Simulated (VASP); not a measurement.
Consider the following.

```yaml
crystal:
  lattice:
    - [1.74052, -3.01467, 0.00000]
    - [1.74052, 3.01467, 0.00000]
    - [0.00000, 0.00000, 5.56751]
  atoms:
    - { symbol: Tl, position: [0.33333, 0.66667, 0.25000] }
    - { symbol: Tl, position: [0.66667, 0.33333, 0.75000] }
```

The numbers are results of r2SCAN+rVV10, VASP's PBE PAW potentials (set 64) (plane waves; VASP 6.6.1), not measurements. Run with 520 eV cut-off, 11×11×6 Γ-centred mesh, first-order Methfessel-Paxton smearing of 0.10 eV, potentials Tl_d.

Unless said otherwise, spin-orbit coupling is left out, though it shifts the bands of the heavy elements here.

Question: Predict the energy per atom (σ→0), band gap (on the k-mesh) with the smallest direct gap where there is one.

Answer: 
```yaml
band gap (on the k-mesh): none (metal, semimetal or under 0.01 eV)
energy per atom (σ→0): -52.817 eV/atom
```

Only differences to runs with the same potentials and settings are physical.

The compound is Tl in the hcp structure. It was relaxed first. The start is the result of an earlier pass.
